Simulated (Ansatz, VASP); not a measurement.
# ScPt: VASP beside Ansatz

```
Sc Pt
1.0
     3.22904    0.00000    0.00000
     0.00000    3.22904    0.00000
     0.00000    0.00000    3.22904
Sc Pt
1 1
Direct
  0.50000 0.50000 0.50000
  0.00000 0.00000 0.00000
```

Alike in both runs: functional LDA; k mesh 14 × 14 × 14; occupations gaussian, width 0.1 eV; no spin polarisation.

Ansatz relaxed the structure, and its values are those at the end. VASP's run is a single point on that final structure, the one shown.

```csv
,VASP,Ansatz
version,VASP 6.6.1,Ansatz 0.2.0
potentials or method,"VASP PAW LDA potentials, release 64 (Sc_sv, Pt)","scalar-relativistic, plane waves, PAW"
plane-wave cutoff (eV),520,520
valence electrons in the cell,21,29
```

Ansatz gave:

* gap on the k mesh at the Fermi level (eV): none
* pressure (GPa): 0.0

Problem. Estimate VASP's values.

Solution. gap on the k mesh at the Fermi level (eV): none; pressure (GPa): 0.7.

A gap of «none» marks a metal or a gap that the smearing closes. The two sets of potentials don't hold the same shells in valence.

The runs have no spin-orbit coupling, so splittings on Pt are missing.
